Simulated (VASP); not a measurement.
# Be16B in VASP: a series of runs, part 2 of 2

VASP 6.6.1. Earlier steps stand in the parts before.

## (3) Single point, PBE

File INCAR:

```
SYSTEM = Be16B
ALGO = Fast ; EDIFF = 1E-7
ENCUT = 520 ; GGA = PE
ISIF = 2 ; ISMEAR = -1
LASPH = .TRUE. ; LCHARG = .FALSE.
LREAL = Auto ; LWAVE = .FALSE.
NBANDS = 32 ; NELM = 100
PREC = Accurate ; SIGMA = 0.15
```

File KPOINTS:

```
k-points
0
G
  4 4 1
  0 0 0
```

File POSCAR:

```
Be16B
1.0
    4.5800000000      0.0000000000      0.0000000000
    2.2900000000      3.9663960000      0.0000000000
    0.0000000000      0.0000000000     17.3826450000
Be B
16 1
Direct
   -0.1666666667      0.3333333333      0.0575285867
    0.3333333333      0.3333333333      0.0575285867
   -0.1666666667      0.8333333333      0.0575285867
    0.3333333333      0.8333333333      0.0575285867
   -0.0004694703     -0.0000108411      0.1608126957
    0.5012135370      0.0012711792      0.1609336209
    0.0017623694      0.5018394532      0.1605978837
    0.4998908907      0.4996535898      0.1608178732
   -0.1605336373      0.3397078859      0.2629659640
    0.3341670660      0.3273213265      0.2642825646
   -0.1727685980      0.8342633968      0.2642636377
    0.3296673054      0.8298291446      0.2638195741
   -0.0250429442      0.0360596874      0.3617979887
    0.4798916624     -0.0199536304      0.3761939567
    0.0295961897      0.5297486686      0.3767370271
    0.5358295679      0.4751487244      0.3618486139
    0.2601327763      0.7605536613      0.4285162586
```

Potentials or basis: VASP PAW PBE potentials, release 64 (Be, B).

On the command line:

```bash
$ cat potpaw_PBE.64/Be/POTCAR potpaw_PBE.64/B/POTCAR > POTCAR
$ mpirun -np 1 vasp_std > vasp.out
```

OUTCAR:

```text
SYSTEM = Be16B
   EDIFF = 1E-7
   ENCUT = 520
   GGA = PE
   ISIF = 2
   ISMEAR = -1
   LASPH = .TRUE.
   LREAL = Auto
   NELM = 100
   PREC = Accurate

 ion  position               nearest neighbor table
   1  0.833  0.333  0.058-   5 2.23   8 2.23   7 2.24   3 2.29   3 2.29   4 2.29   4 2.29   2 2.29
                             2 2.29
   2  0.333  0.333  0.058-   7 2.22   6 2.23   8 2.23   4 2.29   3 2.29   4 2.29   3 2.29   1 2.29
                             1 2.29
   3  0.833  0.833  0.058-   7 2.22   6 2.23   5 2.23   1 2.29   1 2.29   2 2.29   2 2.29   4 2.29
                             4 2.29
   4  0.333  0.833  0.058-   8 2.23   5 2.23   6 2.24   2 2.29   1 2.29   2 2.29   1 2.29   3 2.29
                             3 2.29
   5  1.000  1.000  0.161-  12 2.22   3 2.23   9 2.23   1 2.23   4 2.23  11 2.24   7 2.28   6 2.28
                             8 2.29   8 2.29   6 2.30   7 2.30
   6  0.501  0.001  0.161-  11 2.21  10 2.21   2 2.23   3 2.23   4 2.24  12 2.25   5 2.28   8 2.28
                             7 2.29   7 2.29   8 2.30   5 2.30
   7  0.002  0.502  0.161-   9 2.20   3 2.22   2 2.22  11 2.23  10 2.23   1 2.24   5 2.28   8 2.28
                             6 2.29   6 2.29   8 2.30   5 2.30
[... 230 lines left out ...]
      4      -5.7300      2.00000
      5      -4.2881      2.00000
      6      -4.1325      2.00000
[... 309 lines left out ...]
     28       4.9536      0.00000
     29       5.7489      0.00000
 [bands above 29 left out]

------------------------ aborting loop because EDIFF is reached ----------------------------------------

  FORCE on cell =-STRESS in cart. coord.  units (eV):
  Direction    XX          YY          ZZ          XY          YZ          ZX
  --------------------------------------------------------------------------------------
  -------------------------------------------------------------------------------------
  Total       -8.5342433     -2.7513732      0.1025276     -5.0037551     -0.0018092      0.0137233
  in kB      -43.3010267    -13.9599118      0.5202042    -25.3880427     -0.0091797      0.0696292
  external PRESSURE =     -18.9135781 kB  Pullay stress =       0.0000000 kB

 VOLUME and BASIS-vectors are now :
 -----------------------------------------------------------------------------
  energy-cutoff  :      520.00
  volume of cell :      315.77
      direct lattice vectors                 reciprocal lattice vectors
     4.580000000  0.000000000  0.000000000     0.218340611 -0.126059022  0.000000000
     2.290000000  3.966396000  0.000000000     0.000000000  0.252118044  0.000000000
     0.000000000  0.000000000 17.382645000     0.000000000  0.000000000  0.057528644

 POSITION                                       TOTAL-FORCE (eV/Angst)
 -----------------------------------------------------------------------------------
      4.58000      1.32213      1.00000        -0.004087     -0.001587     -0.041034
      2.29000      1.32213      1.00000         0.008064     -0.019494      0.001474
      5.72500      3.30533      1.00000        -0.013514      0.017299      0.001156
      3.43500      3.30533      1.00000         0.009561      0.005951      0.013087
      6.86782      3.96635      2.79535         0.000395     -0.000396      0.004187
      2.29847      0.00504      2.79745        -0.003005     -0.001080      0.001160
[... 9 lines left out ...]
      3.54219      1.88463      6.28989         0.008237     -0.015086     -0.004921
      2.93308      3.01666      7.44875         0.002760      0.001039      0.018169
 -----------------------------------------------------------------------------------
    total drift:                                0.001370      0.000928     -0.001721

  FREE ENERGIE OF THE ION-ELECTRON SYSTEM (eV)
  ---------------------------------------------------
  free  energy   TOTEN  =       -60.7919822672 eV

  energy  without entropy=      -60.5806767790  energy(sigma->0) =      -60.68632952
```

OSZICAR:

```text
N       E                     dE             d eps       ncg     rms          rms(c)
DAV:   1     0.910419493693E+02    0.91042E+02   -0.11829E+04   640   0.822E+02
DAV:   2    -0.557890968370E+02   -0.14683E+03   -0.13840E+03   856   0.164E+02
DAV:   3    -0.644146319032E+02   -0.86255E+01   -0.83383E+01   816   0.359E+01
[... 13 lines left out ...]
RMM:  17    -0.607919450828E+02   -0.20749E-03   -0.26789E-05   811   0.134E-02    0.199E-03
RMM:  18    -0.607919749792E+02   -0.29896E-04   -0.83270E-06   792   0.681E-03    0.899E-04
RMM:  19    -0.607919818557E+02   -0.68764E-05   -0.20838E-06   736   0.358E-03    0.317E-04
RMM:  20    -0.607919821774E+02   -0.32178E-06   -0.49372E-07   676   0.163E-03    0.156E-04
RMM:  21    -0.607919822672E+02   -0.89727E-07   -0.75942E-08   575   0.799E-04
   1 F= -.60791982E+02 E0= -.60686330E+02  d E =-.211305E+00
```

It took 5 min on 1 thread of Intel Xeon Platinum 8375C at 2.90GHz (Ice Lake), shared host; peak memory 0.45 GiB.

Results:

| Property | Result |
| --- | --- |
| Free energy | -60.7920 eV |
| Largest force | 0.041 eV/Å |
| Band gap on the k mesh | none (metal or under the smearing width) |

Forces on the atoms (eV/Å):
```
Be  -0.004 -0.002 -0.041
Be   0.008 -0.019  0.001
Be  -0.014  0.017  0.001
Be   0.010  0.006  0.013
Be   0.000  0.000  0.004
Be  -0.003 -0.001  0.001
Be   0.001  0.000  0.000
Be  -0.001 -0.001  0.004
Be  -0.003 -0.002  0.004
Be   0.002 -0.002  0.003
Be  -0.001  0.003  0.003
Be   0.000  0.000 -0.004
Be  -0.009  0.014 -0.004
Be   0.014  0.008  0.001
Be  -0.011 -0.006  0.000
Be   0.008 -0.015 -0.005
B    0.003  0.001  0.018
```

Levels at points of the mesh, in eV from the Fermi level:
```
           k point  band 13  band 14  band 15  band 16  band 17  band 18  band 19  band 20  band 21  band 22
(0.00, 0.00, 0.00)    -2.56    -2.43    -1.89    -1.89    -1.88    -1.13     0.39     0.54     1.71     2.35
(0.50, 0.00, 0.00)    -2.32    -1.89    -0.81    -0.60    -0.35     0.31     1.03     1.22     2.50     2.67
(0.50, 0.50, 0.00)    -2.34    -1.85    -0.76    -0.56    -0.29     0.35     0.95     1.76     2.11     2.46
(0.00, 0.50, 0.00)    -2.32    -1.89    -0.81    -0.60    -0.35     0.31     1.03     1.22     2.49     2.67
```

Caveat: the k mesh is coarse (spacing up to 0.40 Å⁻¹), so the values aren't converged.
